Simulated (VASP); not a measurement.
InP (space group F-43m): the measured cell of entry 1537857 of the Crystallography Open Database is

```
InP
1.0
    0.00000     2.92500     2.92500
    2.92500     0.00000     2.92500
    2.92500     2.92500     0.00000
P In
1 1
Direct
  0.25000   0.25000   0.25000
  0.00000   0.00000   0.00000
```

All values below come from PBE GGA with D3 dispersion (Becke-Johnson damping), VASP's PBE PAW potentials (set 64) (plane waves; VASP 6.6.1). Run with 400 eV cut-off, 9×9×9 Γ-centred mesh, tetrahedra with Blöchl corrections, potentials P In_d.

The calculation is for a static lattice at zero pressure; the measurement, whose temperature isn't given here, holds thermal and zero-point expansion. The entry's conditions were not checked, so it may have been measured under pressure.

How far does the relaxed conventional cell lie from the measured one?

```csv
,measured,computed,difference
a (Å),5.850,5.891,+0.7 %
V (Å³/atom),25.03,25.56,+2.1 %
```

The structure comes from a measured InP entry (F-43m) of the Crystallography Open Database, whose conditions weren't checked. It was relaxed first. Symmetry was kept, so distortions that lower it aren't found.
